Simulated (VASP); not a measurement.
# Ba4Si (Im-3m) in VASP: settings compared

The runs below take Ba4Si through relaxation of cell and atoms, with PBE, PBE+D2.

All numbers are computed with VASP 6.6.1; they aren't measurements. Logs are shortened: lines on timing, memory, paths and dates and some standing lists are left out, and cuts for length are marked.

**1. Starting point**

It takes space group Im-3m (No. 229, cubic). Conventional cell: a = 7.927 Å, b = 7.927 Å, c = 7.927 Å, α = 90.00°, β = 90.00°, γ = 90.00°. Ba (site symmetry -3m) has 2 Si at 3.43 Å as nearest neighbours. Around Si (site symmetry m-3m) lie 8 Ba at 3.43 Å.

The cell was built by a generator and needn't be a form met in nature.

**2. Relaxation of cell and atoms, PBE**

Contents of INCAR:

```
SYSTEM = Ba4Si
PREC = Accurate ; ENCUT = 600
EDIFF = 1E-6 ; ISMEAR = -1
SIGMA = 0.05 ; LREAL = .FALSE.
LASPH = .TRUE. ; NELM = 100
ALGO = Normal ; ISIF = 3
LWAVE = .FALSE. ; LCHARG = .FALSE.
GGA = PE ; IBRION = 2
NSW = 60 ; EDIFFG = -0.02
```

Contents of KPOINTS:

```
regular mesh
0
G
  4 4 4
  0 0 0
```

Contents of POSCAR:

```
Ba4Si
1.0
   -3.9635100000      3.9635100000      3.9635100000
    3.9635100000     -3.9635100000      3.9635100000
    3.9635100000      3.9635100000     -3.9635100000
Ba Si
4 1
Direct
    0.5000000000      0.5000000000      0.5000000000
    0.5000000000      0.0000000000      0.0000000000
    0.0000000000      0.0000000000      0.5000000000
    0.0000000000      0.5000000000      0.0000000000
    0.0000000000      0.0000000000      0.0000000000
```

Potentials or basis: VASP PAW PBE potentials, release 64 (Ba_sv, Si).

Command:

```
> cat potpaw_PBE.64/Ba_sv/POTCAR potpaw_PBE.64/Si/POTCAR > POTCAR
> mpirun -np 1 vasp_std > vasp.out
```

OUTCAR:

```text
SYSTEM = Ba4Si
   PREC = Accurate
   ENCUT = 600
   EDIFF = 1E-6
   ISMEAR = -1
   LREAL = .FALSE.
   LASPH = .TRUE.
   NELM = 100
   ISIF = 3
   GGA = PE
   IBRION = 2
   NSW = 60
   EDIFFG = -0.02

 ion  position               nearest neighbor table
   1  0.500  0.500  0.500-   5 3.43   5 3.43   4 3.96   2 3.96   2 3.96   4 3.96   3 3.96   3 3.96

   2  0.500  0.000  0.000-   5 3.43   5 3.43   4 3.96   1 3.96   1 3.96   3 3.96   3 3.96   4 3.96

   3  0.000  0.000  0.500-   5 3.43   5 3.43   4 3.96   1 3.96   2 3.96   4 3.96   2 3.96   1 3.96

   4  0.000  0.500  0.000-   5 3.43   5 3.43   3 3.96   1 3.96   2 3.96   3 3.96   1 3.96   2 3.96

   5  0.000  0.000  0.000-   1 3.43   2 3.43   3 3.43   4 3.43   3 3.43   4 3.43   2 3.43   1 3.43

  LATTYP: Found a body centered cubic cell.
 ALAT       =     7.9270200000

  Lattice vectors:

 A1 = (  -3.9635100000,   3.9635100000,   3.9635100000)
 A2 = (   3.9635100000,  -3.9635100000,   3.9635100000)
 A3 = (   3.9635100000,   3.9635100000,  -3.9635100000)

Analysis of symmetry for initial positions (statically):
=====================================================================
 Subroutine PRICEL returns:
 Original cell was already a primitive cell.

 Routine SETGRP: Setting up the symmetry group for a
 body centered cubic supercell.

 Subroutine GETGRP returns: Found 48 space group operations
 (whereof 48 operations were pure point group operations)
 out of a pool of 48 trial point group operations.

The static configuration has the point symmetry O_h .

Analysis of symmetry for dynamics (positions and initial velocities):
=====================================================================
 Subroutine PRICEL returns:
 Original cell was already a primitive cell.

 Routine SETGRP: Setting up the symmetry group for a
 body centered cubic supercell.

 Subroutine GETGRP returns: Found 48 space group operations
 (whereof 48 operations were pure point group operations)
 out of a pool of 48 trial point group operations.

The dynamic configuration has the point symmetry O_h .

 Subroutine INISYM returns: Found 48 space group operations
 (whereof 48 operations are pure point group operations),
 and found     1 'primitive' translations

----------------------------------------------------------------------------------------

                                     Primitive cell

  volume of cell :     249.0576

  direct lattice vectors                    reciprocal lattice vectors
    -3.963510000  3.963510000  3.963510000     0.000000000  0.126150811  0.126150811
     3.963510000 -3.963510000  3.963510000     0.126150811  0.000000000  0.126150811
     3.963510000  3.963510000 -3.963510000     0.126150811  0.126150811  0.000000000

  length of vectors
     6.865000696  6.865000696  6.865000696     0.178404187  0.178404187  0.178404187

  position of ions in fractional coordinates (direct lattice)
     0.500000000  0.500000000  0.500000000
     0.500000000  0.000000000  0.000000000
     0.000000000  0.000000000  0.500000000
     0.000000000  0.500000000  0.000000000
     0.000000000  0.000000000  0.000000000

  ion indices of the primitive-cell ions
   primitive index   ion index
                 1           1
                 2           2
                 3           3
                 4           4
                 5           5

----------------------------------------------------------------------------------------

 KPOINTS: regular mesh

Automatic generation of k-mesh.
 Grid dimensions read from file:
 generate k-points for:    4    4    4

[... 53 lines left out ...]
   ISYM   =      2    0-nonsym 1-usesym 2-fastsym
   POTIM  = 0.5000    time-step for ionic-motion
   TEBEG  =    0.0;   TEEND  =   0.0 temperature during run
   PSTRESS=    0.0 pullay stress
   NELECT =      44.0000    total number of electrons
   NUPDOWN=      -1.0000    fix difference up-down
   EMIN   =  10.00;   EMAX   =-10.00  energy-range for DOS
   EFERMI =   0.00;   METHOD = LEGACY
   ISMEAR =    -1;   SIGMA  =   0.05  broadening in eV -4-tet -1-fermi 0-gaus
   EFERMI_NEDOS =   21; number of points for ismear=-14 and -15
   IALGO  =     38    algorithm
   IMIX   =      4    mixing-type and parameters
     AMIX     =   0.40;   BMIX     =  1.00
     AMIX_MAG =   1.60;   BMIX_MAG =  1.00
  volume/ion in A,a.u.               =      49.81       336.14
  Fermi-wavevector in a.u.,A,eV,Ry     =   0.918599  1.735900 11.480914  0.843823
  Thomas-Fermi vector in A             =   2.043698
   LORBIT       =      0    0 simple, 1 ext, 2 COOP (PROOUT), +10 PAW based schemes
   GGA     = PE    functional components
   LHFCALC =     F    Hartree Fock is set to
   AEXX    =    0.0000 exact exchange contribution
   IVDW    =     0    specifies the selected vdW correction
   LEPSILON=     F    determine dielectric tensor
   LRPA    =     F    only Hartree local field effects (RPA)
 conjugate gradient relaxation of ions
 non-spin polarized calculation
  energy-cutoff  :      600.00
  volume of cell :      249.06
 maximum number of plane-waves:      8391
 NGX is ok and might be reduce to    56
   NGX = 27   NGY = 27   NGZ = 27

--------------------------------------- Ionic step        1  -------------------------------------------

 number of electron      43.9999996 magnetization

 Free energy of the ion-electron system (eV)
  ---------------------------------------------------
  ext. energy  EPLUGINS =         0.00000000
  ---------------------------------------------------
  free energy    TOTEN  =       -13.10423914 eV

  energy without entropy =      -13.05492509  energy(sigma->0) =      -13.07958211

------------------------ aborting loop because EDIFF is reached ----------------------------------------

  FORCE on cell =-STRESS in cart. coord.  units (eV):
  Direction    XX          YY          ZZ          XY          YZ          ZX
  --------------------------------------------------------------------------------------
  -------------------------------------------------------------------------------------
  Total        0.2094754      0.2094754      0.2094754     -0.0000000     -0.0000000     -0.0000000
  in kB        1.3475466      1.3475466      1.3475466     -0.0000000     -0.0000000     -0.0000000
  external PRESSURE =       1.3475466 kB  Pullay stress =       0.0000000 kB

 VOLUME and BASIS-vectors are now :
 -----------------------------------------------------------------------------
  energy-cutoff  :      600.00
  volume of cell :      249.06
      direct lattice vectors                 reciprocal lattice vectors
    -3.963510000  3.963510000  3.963510000     0.000000000  0.126150811  0.126150811
     3.963510000 -3.963510000  3.963510000     0.126150811  0.000000000  0.126150811
     3.963510000  3.963510000 -3.963510000     0.126150811  0.126150811  0.000000000

 POSITION                                       TOTAL-FORCE (eV/Angst)
 -----------------------------------------------------------------------------------
      1.98175      1.98175      1.98175         0.000000      0.000000     -0.000000
     -1.98175      1.98175      1.98175        -0.000000     -0.000000      0.000000
      1.98175      1.98175     -1.98175         0.000000     -0.000000      0.000000
      1.98175     -1.98175      1.98175        -0.000000     -0.000000     -0.000000
      0.00000      0.00000      0.00000         0.000000      0.000000      0.000000
 -----------------------------------------------------------------------------------
    total drift:                                0.000000      0.000000     -0.000000

  FREE ENERGIE OF THE ION-ELECTRON SYSTEM (eV)
  ---------------------------------------------------
  free  energy   TOTEN  =       -13.1042391395 eV

  energy  without entropy=      -13.0549250881  energy(sigma->0) =      -13.07958211

--------------------------------------- Ionic step        2  -------------------------------------------

 number of electron      43.9999996 magnetization

 Free energy of the ion-electron system (eV)
  ---------------------------------------------------
  ext. energy  EPLUGINS =         0.00000000
  ---------------------------------------------------
  free energy    TOTEN  =       -13.10506778 eV

  energy without entropy =      -13.05519660  energy(sigma->0) =      -13.08013219

 E-fermi :   2.1721     XC(G=0):  -7.7962

 val. band max:        2.0958375432   @ k =   0.2500   0.2500   0.0000
 cond. band min:       2.1722077557   @ k =   0.2500   0.2500   0.2500
 fundamental gap:      0.0763702125
 Fermi energy:         2.1721355033

 k-point     1 :       0.0000    0.0000    0.0000
  band No.  band energies     occupation
      1     -26.7121      2.00000
      2     -26.6002      2.00000
      3     -26.6002      2.00000
      4     -26.6002      2.00000
      5     -12.2254      2.00000
      6     -12.2254      2.00000
[... 221 lines left out ...]
     25       2.8915      0.00000
     26       2.9708      0.00000

------------------------ aborting loop because EDIFF is reached ----------------------------------------

  FORCE on cell =-STRESS in cart. coord.  units (eV):
  Direction    XX          YY          ZZ          XY          YZ          ZX
  --------------------------------------------------------------------------------------
  -------------------------------------------------------------------------------------
  Total        0.0631753      0.0631753      0.0631753     -0.0000000      0.0000000     -0.0000000
  in kB        0.4039495      0.4039495      0.4039495     -0.0000000      0.0000000     -0.0000000
  external PRESSURE =       0.4039495 kB  Pullay stress =       0.0000000 kB

 VOLUME and BASIS-vectors are now :
 -----------------------------------------------------------------------------
  energy-cutoff  :      600.00
  volume of cell :      250.57
      direct lattice vectors                 reciprocal lattice vectors
    -3.971520769  3.971520769  3.971520769     0.000000000  0.125896358  0.125896358
     3.971520769 -3.971520769  3.971520769     0.125896358  0.000000000  0.125896358
     3.971520769  3.971520769 -3.971520769     0.125896358  0.125896358  0.000000000

 POSITION                                       TOTAL-FORCE (eV/Angst)
 -----------------------------------------------------------------------------------
      1.98576      1.98576      1.98576        -0.000000      0.000000     -0.000000
      1.98576      5.95728     -1.98576         0.000000     -0.000000     -0.000000
     -1.98576      5.95728      1.98576         0.000000     -0.000000     -0.000000
      1.98576      5.95728      1.98576        -0.000000      0.000000      0.000000
      0.00000      0.00000      0.00000        -0.000000     -0.000000      0.000000
 -----------------------------------------------------------------------------------
    total drift:                               -0.000000     -0.000000      0.000000

  FREE ENERGIE OF THE ION-ELECTRON SYSTEM (eV)
  ---------------------------------------------------
  free  energy   TOTEN  =       -13.1050677757 eV

  energy  without entropy=      -13.0551965960  energy(sigma->0) =      -13.08013219

 reached required accuracy - stopping structural energy minimisation
```

It took 2.2 min on 1 thread of Intel Xeon Platinum 8488C (Sapphire Rapids), shared host; peak memory 0.43 GiB.

Results:

```yaml
Free_energy: -13.1051 eV
Relaxed_volume: 50.11 Å³/atom
Relaxed_cell: a = 6.879 Å, b = 6.879 Å, c = 6.879 Å, α = 109.47°, β = 109.47°, γ = 109.47°
Space_group_after_relaxing_to_0.05_Å: Im-3m (No. 229)
Energy_gained_by_relaxing: 0.2 meV/atom
Ionic_steps: 2
Pressure_after_relaxing: 0.0 GPa
Band_gap_on_the_k_mesh: none (metal or under the smearing width)
```

The path:
| step | energy change (eV) | largest force (eV/Å) | pressure (GPa) | volume (Å³) |
| --- | --- | --- | --- | --- |
| 1 | 0.0000 | 0.0000 | 0.13 | 249.06 |
| 2 | -0.0008 | 0.0000 | 0.04 | 250.57 |

Final structure:
```cif
data_structure
_symmetry_space_group_name_H-M 'P 1'
_symmetry_Int_Tables_number 1
_cell_length_a 6.8789
_cell_length_b 6.8789
_cell_length_c 6.8789
_cell_angle_alpha 109.471
_cell_angle_beta 109.471
_cell_angle_gamma 109.471
_cell_volume 250.57
loop_
_atom_site_label
_atom_site_type_symbol
_atom_site_fract_x
_atom_site_fract_y
_atom_site_fract_z
_atom_site_occupancy
Ba1 Ba 0.50000 0.50000 0.50000 1
Ba2 Ba 0.50000 0.00000 0.00000 1
Ba3 Ba 0.00000 0.00000 0.50000 1
Ba4 Ba 0.00000 0.50000 0.00000 1
Si1 Si 0.00000 0.00000 0.00000 1
```

Levels at points of the mesh, in eV from the Fermi level:
| k point | band 18 | band 19 | band 20 | band 21 | band 22 | band 23 | band 24 | band 25 | band 26 |
| --- | --- | --- | --- | --- | --- | --- | --- | --- | --- |
| (0.00, 0.00, 0.00) | -2.07 | -0.96 | -0.96 | 0.06 | 0.06 | 0.06 | 0.13 | 0.13 | 0.71 |
| (0.50, 0.00, 0.00) | -1.91 | -1.05 | -0.75 | -0.63 | -0.43 | 0.48 | 0.58 | 0.71 | 0.95 |
| (0.50, 0.50, 0.50) | -2.04 | -2.04 | -2.04 | -0.29 | -0.29 | -0.29 | 0.72 | 0.72 | 0.80 |

The run has no spin-orbit coupling, so splittings on Ba are missing.

**3. Relaxation of cell and atoms, PBE+D2**

INCAR, as its differences from that of step 2:

```diff
@@ -7,3 +7,4 @@
 LWAVE = .FALSE. ; LCHARG = .FALSE.
-GGA = PE ; IBRION = 2
-NSW = 60 ; EDIFFG = -0.02
+GGA = PE ; IVDW = 1
+IBRION = 2 ; NSW = 60
+EDIFFG = -0.02
```

KPOINTS is that of step 2.

POSCAR is that of step 2.

Potentials or basis: VASP PAW PBE potentials, release 64 (Ba_sv, Si).

Command:

```
> cat potpaw_PBE.64/Ba_sv/POTCAR potpaw_PBE.64/Si/POTCAR > POTCAR
> mpirun -np 1 vasp_std > vasp.out
```

Wall time 7.4 min (1 thread of Intel Xeon Platinum 8488C (Sapphire Rapids), shared host); peak memory 0.47 GiB.

The run converged. Its results:

- Free energy: -22.4996 eV
- Relaxed volume: 40.42 Å³/atom
- Relaxed cell: a = 6.403 Å, b = 6.403 Å, c = 6.403 Å, α = 109.47°, β = 109.47°, γ = 109.47°
- Space group after relaxing (to 0.05 Å): Im-3m (No. 229)
- Energy gained by relaxing: 250.1 meV/atom
- Ionic steps: 14
- Pressure after relaxing: 0.0 GPa
- Band gap on the k mesh: none (metal or under the smearing width)
- Dispersion energy per atom: -2.008 eV

The path:
```csv
step,energy change (eV),largest force (eV/Å),pressure (GPa),volume (Å³)
1,0.0000,0.0000,-6.68,249.06
2,-0.8087,0.0000,7.26,181.46
3,-1.2504,0.0000,0.11,202.04
4,-1.2499,0.0000,-0.21,202.92
5,-1.2499,0.0000,-0.21,202.88
6,-1.2501,0.0000,-0.18,202.77
7,-1.2501,0.0000,-0.18,202.77
8,-1.2501,0.0000,-0.18,202.77
9,-1.2501,0.0000,-0.18,202.76
10,-1.2501,0.0000,-0.17,202.73
11,-1.2501,0.0000,-0.16,202.69
12,-1.2502,0.0000,-0.13,202.61
13,-1.2503,0.0000,-0.08,202.45
14,-1.2504,0.0000,0.01,202.12
```

Final structure:
```cif
data_structure
_symmetry_space_group_name_H-M 'P 1'
_symmetry_Int_Tables_number 1
_cell_length_a 6.4033
_cell_length_b 6.4033
_cell_length_c 6.4033
_cell_angle_alpha 109.471
_cell_angle_beta 109.471
_cell_angle_gamma 109.471
_cell_volume 202.12
loop_
_atom_site_label
_atom_site_type_symbol
_atom_site_fract_x
_atom_site_fract_y
_atom_site_fract_z
_atom_site_occupancy
Ba1 Ba 0.50000 0.50000 0.50000 1
Ba2 Ba 0.50000 0.00000 0.00000 1
Ba3 Ba 0.00000 0.00000 0.50000 1
Ba4 Ba 0.00000 0.50000 0.00000 1
Si1 Si 0.00000 0.00000 0.00000 1
```

Levels at points of the mesh, in eV from the Fermi level:
```
           k point  band 19  band 20  band 21  band 22  band 23  band 24  band 25  band 26
(0.00, 0.00, 0.00)    -1.44    -1.44    -0.11    -0.11     0.36     0.36     0.36     0.90
(0.50, 0.00, 0.00)    -1.12    -0.81    -0.55    -0.44     0.41     0.77     0.79     0.84
(0.50, 0.50, 0.50)    -2.45    -2.45    -0.30    -0.30    -0.30     0.75     0.75     0.75
```

Caveat: atom-pairwise D2, TS and ULG terms overbind metals; the volume moved by over 15 % at a fixed basis, so the end points are rough; pairwise dispersion overbinds metals, which lowers pressure and volume. The run has no spin-orbit coupling, so splittings on Ba are missing.

**4. The reference run**

An earlier run on the cell as given: functional PBE; potentials or basis VASP PAW PBE potentials, release 64 (Ba_sv, Si); cutoff 520 eV; k mesh 5 × 5 × 5; occupations fermi-dirac, width 0.05 eV; no spin polarisation.

- Pressure: 0.2 GPa
- Band gap on the k mesh: none (metal or under the smearing width)

**5. The runs side by side**

| task | level | cell | k mesh | cutoff (eV) | gap on the mesh (eV) | pressure (GPa) | relaxed volume (Å³/atom) |
| --- | --- | --- | --- | --- | --- | --- | --- |
| relaxation of cell and atoms | PBE | relaxed | 4 × 4 × 4 | 600 | none | 0.0 | 50.11 |
| relaxation of cell and atoms | PBE+D2 | relaxed | 4 × 4 × 4 | 600 | none | 0.0 | 40.42 |
| single point | PBE | as given | 5 × 5 × 5 | 520 | none | 0.2 | - |

Alike in all rows: potentials or basis VASP PAW PBE potentials, release 64 (Ba_sv, Si); no spin polarisation; smearing fermi-dirac 0.05 eV.

Caveats: atom-pairwise D2, TS and ULG terms overbind metals (some runs); the volume moved by over 15 % at a fixed basis, so the end points are rough (some runs); pairwise dispersion overbinds metals, which lowers pressure and volume (some runs).

Total energies depend on the potentials used, so only differences within one code and one set of settings carry meaning.
